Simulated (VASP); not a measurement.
Given:

```
CELL_PARAMETERS angstrom
      4.02888     0.00000     0.00000
      0.00000     4.02888     0.00000
      0.00000     0.00000     4.02888
ATOMIC_POSITIONS crystal
  K  0.00000 0.00000 0.00000
  Ta 0.50000 0.50000 0.50000
  O  0.50000 0.00000 0.50000
  O  0.00000 0.50000 0.50000
  O  0.50000 0.50000 0.00000
```

Level of theory: modified Becke-Johnson potential (mBJ), VASP's PBE PAW potentials (set 64) (plane waves; VASP). Settings: 520 eV cut-off, 4×4×4 Γ-centred mesh, Gaussian smearing of 0.050 eV, potentials K_sv Ta_pv O.

mBJ is a potential without an energy functional, so only the levels count. Unless said otherwise, spin-orbit coupling is left out, though it shifts the bands of the heavy elements here.

Question: What does the run give for the band gap (over mesh and band path) with the smallest direct gap where there is one?

Answer: 
| Quantity | Value |
|---|---|
| band gap (over mesh and band path) | 3.38 eV |
| smallest direct gap (over mesh and band path) | 4.13 eV |

Total energies compare only between runs with the same potentials, cut-off and functional.

The compound is KTaO3 in the cubic perovskite structure. It was relaxed first. The cell's shape comes from a PBE relaxation.
